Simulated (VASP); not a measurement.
Computed with PBE GGA, VASP's PBE PAW potentials (set 64) (plane waves; VASP 6.6.1).

VASP ran on this input.

### KPOINTS
```
Automatic mesh
0
Gamma
1 1 1
0 0 0
```

INCAR:
```
SYSTEM = Zn26S28
PREC = Normal; ENCUT = 400; LREAL = Auto
LASPH = .TRUE.; ISYM = 0
EDIFF = 1E-5; NELM = 100; NELMIN = 4
ALGO = Fast; LMAXMIX = 4
ISMEAR = 0; SIGMA = 0.05
GGA = PE
IBRION = 2; NSW = 60; ISIF = 2
EDIFFG = -0.03
LWAVE = .FALSE.; LCHARG = .FALSE.
```

File POSCAR:
```
Zn26S28
1.0
  0.0000000000   8.1689588889   8.1689588889
  8.1689588889   0.0000000000   8.1689588889
  8.1689588889   8.1689588889   0.0000000000
Zn S
26 28
Cart
  0.0000000000   0.0000000000   0.0000000000
  2.7229835733   2.7229835733   0.0000000000
  5.4459753156   5.4459753156   0.0000000000
  2.7229835733   0.0000000000   2.7229835733
  5.4459671466   2.7229835733   2.7229835733
  8.1689588889   5.4459753156   2.7229835733
  5.4459753156   0.0000000000   5.4459753156
  8.1689588889   2.7229835733   5.4459753156
 10.8919506312   5.4459753156   5.4459753156
  0.0000000000   2.7229835733   2.7229835733
  2.7229835733   5.4459671466   2.7229835733
  5.4459753156   8.1689588889   2.7229835733
  2.7229835733   2.7229835733   5.4459671466
  5.4459671466   5.4459671466   5.4459671466
  5.4459753156   2.7229835733   8.1689588889
  8.1689588889   5.4459671466   8.1689588889
 10.8919506312   8.1689588889   8.1689588889
  0.0000000000   5.4459753156   5.4459753156
  2.7229835733   8.1689588889   5.4459753156
  5.4459753156  10.8919506312   5.4459753156
  2.7229835733   5.4459753156   8.1689588889
  5.4459671466   8.1689588889   8.1689588889
  8.1689588889  10.8919506312   8.1689588889
  5.4459753156   5.4459753156  10.8919506312
  8.1689588889   8.1689588889  10.8919506312
 10.8919506312  10.8919506312  10.8919506312
  1.3614877022   1.3614877022   1.3614877022
  4.0844794445   4.0844794445   1.3614877022
  6.8074630178   6.8074630178   1.3614877022
  4.0844794445   1.3614877022   4.0844794445
  6.8074711867   4.0844794445   4.0844794445
  9.5519391219   6.8394526608   4.0815549572
  6.8074630178   1.3614877022   6.8074630178
  9.5304547600   4.0844794445   6.8074630178
 12.2534383334   6.8074630178   6.8074630178
  1.3614877022   4.0844794445   4.0844794445
  4.0844794445   6.8074711867   4.0844794445
  6.8386929476   9.5568731731   4.1121803840
  4.0844794445   4.0844794445   6.8074711867
  6.7982075873   6.8046038822   6.7853741529
  8.1388072616   8.1313735091   5.4176371972
  9.4801339733   9.5004256672   6.8271910535
  6.8074630178   4.0844794445   9.5304547600
  9.5304547600   6.8074711867   9.5304547600
 12.2534383334   9.5304547600   9.5304547600
  1.3614877022   6.8074630178   6.8074630178
  4.0844794445   9.5304547600   6.8074630178
  6.8074630178  12.2534383334   6.8074630178
  4.0844794445   6.8074630178   9.5304547600
  6.8074711867   9.5304547600   9.5304547600
  9.5304547600  12.2534383334   9.5304547600
  6.8074630178   6.8074630178  12.2534383334
  9.5304547600   9.5304547600  12.2534383334
 12.2534383334  12.2534383334  12.2534383334
```

POTCAR, in this order: Zn S (PBE.64 set). Program: vasp_gam.

The run wrote:

### OUTCAR
```
 ion  position               nearest neighbor table
   1  0.000  0.000  0.000-  27 2.36  29 2.36  33 2.36  46 2.36
   2  0.000  0.000  0.333-  27 2.36  28 2.36  34 2.36  47 2.36
   3  0.000  0.000  0.667-  29 2.36  28 2.36  35 2.36  48 2.36
   4  0.000  0.333  0.000-  32 2.33  30 2.36  27 2.36  49 2.36
   5  0.000  0.333  0.333-  28 2.36  30 2.36  50 2.36  31 2.36
   6  0.000  0.333  0.667-  29 2.36  31 2.36  51 2.36  32 2.39
   7  0.000  0.667  0.000-  33 2.36  30 2.36  35 2.36  52 2.36
   8  0.000  0.667  0.333-  31 2.36  33 2.36  34 2.36  53 2.36
   9  0.000  0.667  0.667-  35 2.36  34 2.36  54 2.36  32 2.37
  10  0.333  0.000  0.000-  38 2.34  36 2.36  27 2.36  43 2.36
  11  0.333  0.000  0.333-  28 2.36  36 2.36  44 2.36  37 2.36
  12  0.333  0.000  0.667-  29 2.36  37 2.36  45 2.36  38 2.41
  13  0.333  0.333  0.000-  30 2.36  36 2.36  39 2.36  42 2.42
  14  0.333  0.333  0.333-  40 2.34  37 2.36  39 2.36  31 2.36
  15  0.333  0.667  0.000-  33 2.36  39 2.36  43 2.36  45 2.36
  16  0.333  0.667  0.333-  34 2.36  43 2.36  44 2.36  40 2.37
  17  0.333  0.667  0.667-  35 2.36  44 2.36  45 2.36  42 2.36
  18  0.667  0.000  0.000-  46 2.36  36 2.36  48 2.36  52 2.36
  19  0.667  0.000  0.333-  37 2.36  46 2.36  47 2.36  53 2.36
  20  0.667  0.000  0.667-  38 2.35  48 2.36  47 2.36  54 2.36
  21  0.667  0.333  0.000-  39 2.36  46 2.36  49 2.36  51 2.36
  22  0.667  0.333  0.333-  47 2.36  49 2.36  50 2.36  40 2.37
  23  0.667  0.333  0.667-  42 2.34  48 2.36  50 2.36  51 2.36
  24  0.667  0.667  0.000-  52 2.36  49 2.36  43 2.36  54 2.36
...
```

**OSZICAR**
```
...
RMM:   8    -0.178909090317E+03   -0.12617E-04   -0.11891E-04   562   0.191E-02    0.235E-02
RMM:   9    -0.178909084547E+03    0.57703E-05   -0.19425E-05   357   0.866E-03
   7 F= -.17890908E+03 E0= -.17890908E+03  d E =-.623105E-01
       N       E                     dE             d eps       ncg     rms          rms(c)
DAV:   1    -0.178911732576E+03   -0.26423E-02   -0.12750E+01   592   0.576E+00    0.155E+00
RMM:   2    -0.178938329710E+03   -0.26597E-01   -0.30956E-01   576   0.866E-01    0.354E-01
RMM:   3    -0.178943560895E+03   -0.52312E-02   -0.59498E-02   582   0.363E-01    0.573E-01
RMM:   4    -0.178943618928E+03   -0.58033E-04   -0.77745E-03   607   0.178E-01    0.411E-01
RMM:   5    -0.178943160300E+03    0.45863E-03   -0.52518E-03   592   0.105E-01    0.110E-01
RMM:   6    -0.178943180657E+03   -0.20357E-04   -0.68159E-04   590   0.465E-02    0.125E-01
RMM:   7    -0.178943043586E+03    0.13707E-03   -0.54750E-04   580   0.311E-02    0.222E-02
RMM:   8    -0.178943050764E+03   -0.71783E-05   -0.95821E-05   487   0.190E-02
   8 F= -.17894305E+03 E0= -.17894305E+03  d E =-.339662E-01
       N       E                     dE             d eps       ncg     rms          rms(c)
DAV:   1    -0.178928983668E+03    0.14060E-01   -0.10831E+01   592   0.529E+00    0.138E+00
RMM:   2    -0.178951484908E+03   -0.22501E-01   -0.26334E-01   576   0.800E-01    0.331E-01
RMM:   3    -0.178955909735E+03   -0.44248E-02   -0.50362E-02   582   0.336E-01    0.486E-01
RMM:   4    -0.178955947236E+03   -0.37501E-04   -0.66295E-03   607   0.167E-01    0.347E-01
RMM:   5    -0.178955578429E+03    0.36881E-03   -0.37795E-03   588   0.952E-02    0.830E-02
RMM:   6    -0.178955611318E+03   -0.32890E-04   -0.59871E-04   590   0.429E-02    0.946E-02
RMM:   7    -0.178955523519E+03    0.87799E-04   -0.35571E-04   549   0.281E-02    0.201E-02
RMM:   8    -0.178955531482E+03   -0.79625E-05   -0.97093E-05   477   0.171E-02
   9 F= -.17895553E+03 E0= -.17895553E+03  d E =-.464469E-01
       N       E                     dE             d eps       ncg     rms          rms(c)
DAV:   1    -0.178944768221E+03    0.10755E-01   -0.21221E+01   592   0.774E+00    0.180E+00
RMM:   2    -0.178979558435E+03   -0.34790E-01   -0.43095E-01   576   0.114E+00    0.446E-01
RMM:   3    -0.178987844225E+03   -0.82858E-02   -0.89346E-02   584   0.494E-01    0.628E-01
RMM:   4    -0.178988193825E+03   -0.34960E-03   -0.12490E-02   607   0.246E-01    0.467E-01
RMM:   5    -0.178987620655E+03    0.57317E-03   -0.50441E-03   582   0.134E-01    0.117E-01
RMM:   6    -0.178987821893E+03   -0.20124E-03   -0.13216E-03   580   0.637E-02    0.162E-01
RMM:   7    -0.178987598244E+03    0.22365E-03   -0.65563E-04   583   0.435E-02    0.446E-02
RMM:   8    -0.178987642316E+03   -0.44072E-04   -0.53973E-04   596   0.301E-02    0.521E-02
RMM:   9    -0.178987608829E+03    0.33487E-04   -0.11704E-04   450   0.176E-02    0.156E-02
RMM:  10    -0.178987609309E+03   -0.48002E-06   -0.21894E-05   359   0.962E-03
  10 F= -.17898761E+03 E0= -.17898761E+03  d E =-.320778E-01
       N       E                     dE             d eps       ncg     rms          rms(c)
DAV:   1    -0.178980566923E+03    0.70419E-02   -0.58216E+00   600   0.407E+00    0.820E-01
RMM:   2    -0.178990001773E+03   -0.94349E-02   -0.11675E-01   576   0.590E-01    0.233E-01
RMM:   3    -0.178992224561E+03   -0.22228E-02   -0.23923E-02   585   0.258E-01    0.308E-01
RMM:   4    -0.178992291846E+03   -0.67284E-04   -0.31889E-03   600   0.126E-01    0.215E-01
RMM:   5    -0.178992165203E+03    0.12664E-03   -0.13691E-03   582   0.716E-02    0.546E-02
RMM:   6    -0.178992200438E+03   -0.35235E-04   -0.29866E-04   577   0.332E-02    0.634E-02
RMM:   7    -0.178992158822E+03    0.41616E-04   -0.13086E-04   519   0.215E-02    0.232E-02
RMM:   8    -0.178992169587E+03   -0.10766E-04   -0.13999E-04   496   0.157E-02    0.250E-02
RMM:   9    -0.178992160930E+03    0.86577E-05   -0.36299E-05   371   0.104E-02
  11 F= -.17899216E+03 E0= -.17899216E+03  d E =-.366294E-01
       N       E                     dE             d eps       ncg     rms          rms(c)
DAV:   1    -0.178980298110E+03    0.11871E-01   -0.10055E+01   584   0.574E+00    0.123E+00
RMM:   2    -0.178998749071E+03   -0.18451E-01   -0.23396E-01   576   0.885E-01    0.309E-01
RMM:   3    -0.179003078049E+03   -0.43290E-02   -0.48099E-02   584   0.397E-01    0.375E-01
RMM:   4    -0.179003327006E+03   -0.24896E-03   -0.76686E-03   601   0.197E-01    0.270E-01
RMM:   5    -0.179003077885E+03    0.24912E-03   -0.22849E-03   578   0.107E-01    0.687E-02
RMM:   6    -0.179003143024E+03   -0.65139E-04   -0.62033E-04   580   0.512E-02    0.667E-02
RMM:   7    -0.179003102239E+03    0.40785E-04   -0.21125E-04   572   0.318E-02    0.258E-02
RMM:   8    -0.179003123163E+03   -0.20925E-04   -0.22275E-04   577   0.217E-02    0.321E-02
RMM:   9    -0.179003109245E+03    0.13919E-04   -0.46895E-05   411   0.134E-02    0.104E-02
RMM:  10    -0.179003109922E+03   -0.67732E-06   -0.16644E-05   360   0.711E-03
  12 F= -.17900311E+03 E0= -.17900311E+03  d E =-.109490E-01
       N       E                     dE             d eps       ncg     rms          rms(c)
DAV:   1    -0.179002239925E+03    0.86932E-03   -0.46399E-01   608   0.123E+00    0.257E-01
RMM:   2    -0.179003085237E+03   -0.84531E-03   -0.10783E-02   576   0.189E-01    0.655E-02
RMM:   3    -0.179003285024E+03   -0.19979E-03   -0.22097E-03   582   0.852E-02    0.783E-02
RMM:   4    -0.179003294157E+03   -0.91325E-05   -0.34550E-04   593   0.423E-02    0.527E-02
RMM:   5    -0.179003285304E+03    0.88532E-05   -0.10022E-04   516   0.234E-02    0.140E-02
RMM:   6    -0.179003287875E+03   -0.25717E-05   -0.27668E-05   377   0.114E-02
  13 F= -.17900329E+03 E0= -.17900329E+03  d E =-.111269E-01
       N       E                     dE             d eps       ncg     rms          rms(c)
DAV:   1    -0.178997808148E+03    0.54772E-02   -0.59788E+00   576   0.467E+00    0.795E-01
RMM:   2    -0.179006100209E+03   -0.82921E-02   -0.10169E-01   576   0.622E-01    0.207E-01
RMM:   3    -0.179007936838E+03   -0.18366E-02   -0.20252E-02   585   0.274E-01    0.216E-01
RMM:   4    -0.179008055326E+03   -0.11849E-03   -0.34499E-03   597   0.139E-01    0.169E-01
RMM:   5    -0.179007950744E+03    0.10458E-03   -0.81183E-04   577   0.700E-02    0.629E-02
RMM:   6    -0.179007979269E+03   -0.28525E-04   -0.34330E-04   577   0.350E-02    0.362E-02
RMM:   7    -0.179007967192E+03    0.12077E-04   -0.82190E-05   524   0.221E-02    0.174E-02
RMM:   8    -0.179007974367E+03   -0.71742E-05   -0.84864E-05   486   0.136E-02
  14 F= -.17900797E+03 E0= -.17900797E+03  d E =-.468649E-02
       N       E                     dE             d eps       ncg     rms          rms(c)
DAV:   1    -0.179007974909E+03   -0.77162E-05   -0.65242E-04   600   0.516E-02    0.766E-03
RMM:   2    -0.179007975253E+03   -0.34411E-06   -0.87227E-06   320   0.804E-03    0.547E-03
RMM:   3    -0.179007975232E+03    0.20496E-07   -0.13582E-06   308   0.290E-03    0.396E-03
RMM:   4    -0.179007975217E+03    0.14654E-07   -0.51226E-07   276   0.207E-03
  15 F= -.17900798E+03 E0= -.17900798E+03  d E =-.468734E-02
       N       E                     dE             d eps       ncg     rms          rms(c)
DAV:   1    -0.179008488166E+03   -0.51293E-03   -0.31246E+00   584   0.340E+00    0.352E-01
RMM:   2    -0.179010604946E+03   -0.21168E-02   -0.23972E-02   576   0.337E-01    0.108E-01
RMM:   3    -0.179011057649E+03   -0.45270E-03   -0.45961E-03   587   0.142E-01    0.112E-01
RMM:   4    -0.179011078458E+03   -0.20809E-04   -0.73851E-04   587   0.710E-02    0.869E-02
RMM:   5    -0.179011061705E+03    0.16753E-04   -0.30341E-04   576   0.394E-02    0.247E-02
RMM:   6    -0.179011067361E+03   -0.56559E-05   -0.58081E-05   477   0.172E-02
  16 F= -.17901107E+03 E0= -.17901107E+03  d E =-.309214E-02
```

OUTCAR:
```
------------------------ aborting loop because EDIFF is reached ----------------------------------------
  FORCE on cell =-STRESS in cart. coord.  units (eV):
  Direction    XX          YY          ZZ          XY          YZ          ZX
  --------------------------------------------------------------------------------------
  Total        9.8852020      9.9910924      9.9234422      1.7289124      1.6780033      1.8322824
  in kB       14.5266678     14.6822775     14.5828632      2.5407004      2.4658875      2.6926064
  external PRESSURE =      14.5972695 kB  Pullay stress =       0.0000000 kB
  volume of cell :     1090.26
      direct lattice vectors                 reciprocal lattice vectors
     0.000000000  8.168958889  8.168958889    -0.061207310  0.061207310  0.061207310
     8.168958889  0.000000000  8.168958889     0.061207310 -0.061207310  0.061207310
     8.168958889  8.168958889  0.000000000     0.061207310  0.061207310 -0.061207310
  FREE ENERGIE OF THE ION-ELECTRON SYSTEM (eV)
  ---------------------------------------------------
  free  energy   TOTEN  =      -179.0110673610 eV

  energy  without entropy=     -179.0110673610  energy(sigma->0) =     -179.01106736

 reached required accuracy - stopping structural energy minimisation
```
(Selected blocks of OUTCAR.)

File CONTCAR:
```
Zn26S28
   1.00000000000000
     0.0000000000000000    8.1689588889000007    8.1689588889000007
     8.1689588889000007    0.0000000000000000    8.1689588889000007
     8.1689588889000007    8.1689588889000007    0.0000000000000000
  Zn              S
    26    28
Direct
     0.9996979500745632    0.9996895912638887    0.0002122570277859
     0.0001214520077786    0.0011390811622467    0.3338704257210423
     0.0002612211574050    0.9999108352816298    0.6676233988777818
     0.0005231682397172    0.3327598447269252    0.0064214159142236
     0.9998846193386951    0.3343398331630196    0.3328952672113687
     0.9964237025328685    0.3323446843580111    0.6654222185585525
     0.0008450225106787    0.6662668752055169    0.9994938883920370
     0.9996067968509278    0.6668814669229863    0.3330232992316268
     0.0004682239826645    0.6738810232151544    0.6657346193665327
     0.3328592582095813    0.9999133589935620    0.0072249339869673
     0.3343623968977944    0.0001185377889534    0.3334471565396953
     0.3325865566798841    0.9963005036309309    0.6660097545206941
     0.3396144134574165    0.3392068319465456    0.9915087363822884
     0.3322266899848024    0.3326722883802176    0.3295736815053699
     0.3342924079023121    0.6667955866333179    0.0002164286657466
     0.3324107837565335    0.6740991213550903    0.3336641396862061
     0.3396512311997135    0.6582293867132006    0.6725717655606402
     0.6664439008957612    0.0006488830769219    0.9995832484898473
     0.6667592353683464    0.9997342801790282    0.3331005999916239
     0.6735757645547400    0.9999447172797747    0.6665005937686836
     0.6670752406421113    0.3341236093891174    0.0002029897762957
     0.6729605525552548    0.3330078410631676    0.3337764574255619
     0.6585145749455181    0.3392938636752883    0.6725836396466076
     0.6680153770471213    0.6675866453355866    0.0013196033240119
     0.6663471200504811    0.6663019702610409    0.3339142734538568
     0.6670220825723711    0.6667322740826027    0.6675578566588758
     0.0835219851080893    0.0837003847407991    0.0836351323509055
     0.0836766293913014    0.0837731973043906    0.4169544100278852
     0.0836343657407621    0.0835450640461187    0.7504244729965857
     0.0861677838601929    0.4168438930844425    0.0833605644446582
     0.0833691642836848    0.4170237819494468    0.4165927663238873
     0.0712963843975085    0.4201595695376195    0.7522487638333730
     0.0840504381448462    0.7501228507872065    0.0833939033898911
     0.0832698342529318    0.7509075788503131    0.4166517224388455
     0.0862617321081088    0.7503200844558291    0.7500883852185347
     0.4169766367210211    0.0858951661608378    0.0839051674583605
     0.4169508086443949    0.0838000281440314    0.4170056348016954
     0.4205054937536025    0.0691983351153598    0.7544073753777387
     0.4182781036756835    0.4179778609361052    0.0830925762859011
     0.4189728162986067    0.4208305064951751    0.4039737007390459
     0.3064143029933473    0.3066910875076028    0.6398808769060097
     0.4181987432426441    0.4177195165179601    0.7510970068827573
     0.4182467544753182    0.7501736509905506    0.0841142437803120
     0.4169323325792183    0.7504948035134259    0.4193250503575706
     0.4182639348670290    0.7497341348929014    0.7514162803907412
     0.7501830776752534    0.0839403424204751    0.0835311997962546
     0.7498934116151351    0.0838475599244022    0.4171439548239815
     0.7506910361684087    0.0859162349790261    0.7501698637572713
     0.7507371133418795    0.4178569200070749    0.0839585467656914
     0.7502429682097408    0.4169141136810539    0.4192668904797614
     0.7500551768428608    0.4179139950519406    0.7513947663592400
     0.7508952755043650    0.7506196857888469    0.0839950374127341
     0.7500279613121177    0.7501723352059115    0.4173394848347914
     0.7508999913769084    0.7500943828274318    0.7515375720816581
```

### OUTCAR
```
 val. band max:        2.2121864099   @ k =   0.0000   0.0000   0.0000

 cond. band min:       3.9563325123   @ k =   0.0000   0.0000   0.0000


 Fermi energy:         2.4560881421

 k-point     1 :       0.0000    0.0000    0.0000
  band No.  band energies     occupation
      1     -12.1566      2.00000
      2     -10.8450      2.00000
      3     -10.5920      2.00000
      4     -10.5616      2.00000
      5     -10.3369      2.00000
      6     -10.3133      2.00000
      7     -10.3111      2.00000
      8     -10.3081      2.00000
      9     -10.2552      2.00000
     10     -10.1756      2.00000
     11     -10.1731      2.00000
     12     -10.1598      2.00000
     13     -10.0917      2.00000
     14     -10.0903      2.00000
     15     -10.0323      2.00000
     16      -9.9721      2.00000
     17      -9.9684      2.00000
     18      -9.8632      2.00000
     19      -9.8409      2.00000
     20      -9.8394      2.00000
     21      -9.8288      2.00000
     22      -9.8257      2.00000
     23      -9.8252      2.00000
     24      -9.8074      2.00000
     25      -9.8057      2.00000
     26      -9.7897      2.00000
     27      -9.2290      2.00000
     28      -8.4666      2.00000
     29      -4.3521      2.00000
     30      -4.3484      2.00000
     31      -4.3348      2.00000
     32      -4.3343      2.00000
     33      -4.3325      2.00000
     34      -4.3163      2.00000
     35      -4.3149      2.00000
     36      -4.3132      2.00000
     37      -4.2825      2.00000
     38      -4.2737      2.00000
     39      -4.2702      2.00000
     40      -4.2610      2.00000
     41      -4.2417      2.00000
     42      -4.2400      2.00000
     43      -4.2374      2.00000
     44      -4.2367      2.00000
     45      -4.2355      2.00000
     46      -4.2244      2.00000
     47      -4.2228      2.00000
     48      -4.2195      2.00000
     49      -4.2188      2.00000
     50      -4.2181      2.00000
     51      -4.2160      2.00000
...
```

The supercell is sampled at Γ alone, which is coarse: total energies, pressure and levels can be off, energies of defects by several tenths of an eV.

The cell is a supercell with a defect, built from a database entry that may be metastable or hypothetical: S_Zn. The run is not spin-polarised, so no state with unpaired spins was tried.
